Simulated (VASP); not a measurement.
```cif
data_CoGa
_chemical_formula_sum 'Ga1 Co1'
_space_group_name_H-M_alt 'Pm-3m'
_space_group_IT_number 221
_space_group_name_Hall '-P 4 2 3'
_cell_length_a 2.85607
_cell_length_b 2.85607
_cell_length_c 2.85607
_cell_angle_alpha 90.000
_cell_angle_beta 90.000
_cell_angle_gamma 90.000
loop_
_atom_site_label
_atom_site_type_symbol
_atom_site_symmetry_multiplicity
_atom_site_Wyckoff_symbol
_atom_site_fract_x
_atom_site_fract_y
_atom_site_fract_z
_atom_site_occupancy
Ga1 Ga 1 b 0.50000 0.50000 0.50000 1
Co1 Co 1 a 0.00000 0.00000 0.00000 1
```

Calculation: optB86b-vdW, VASP's PBE PAW potentials (set 64) (plane waves; VASP 6.6.1). Run with 520 eV cut-off, 13×13×13 Γ-centred mesh, first-order Methfessel-Paxton smearing of 0.10 eV, potentials Ga_d Co.

Task: Give the energy at these volumes per atom, relative to the lowest: 10.95, 11.30, 11.65, 12.00, 12.35 Å³.

Result: 27.7, 6.5, 0.0, 5.9, 22.3 meV/atom. A third-order Birch-Murnaghan fit gives B0 = 189 GPa and B0′ = 4.8.

The compound is CoGa in the CsCl type structure. It was relaxed first. The run is not spin-polarised, so no magnetic state was tried.
